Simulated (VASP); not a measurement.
Input:

```
CELL_PARAMETERS angstrom
      1.90187    -3.29414     0.00000
      1.90187     3.29414     0.00000
      0.00000     0.00000     6.23165
ATOMIC_POSITIONS crystal
  Zn 0.66667 0.33333 0.50016
  Zn 0.33333 0.66667 0.00016
  S  0.66667 0.33333 0.87484
  S  0.33333 0.66667 0.37484
```

Computed with PBE GGA with D4 dispersion, VASP's PBE PAW potentials (set 64) (plane waves; VASP 6.6.1). Numerical set-up: 520 eV cut-off, 6×6×4 Γ-centred mesh, Gaussian smearing of 0.050 eV, potentials Zn S.

Task: Estimate the energy per atom (σ→0), band gap (on the k-mesh) with the smallest direct gap where there is one.

Result: 
```json
{
  "band gap (on the k-mesh)": "2.24 eV",
  "smallest direct gap (on the k-mesh)": "2.24 eV",
  "energy per atom (σ→0)": "-3.726 eV/atom"
}
```

The absolute energy has meaning only against runs of the same code, potentials and settings.

The compound is ZnS in the wurtzite structure, the high-temperature form. It was relaxed first. The start is the result of an earlier pass.
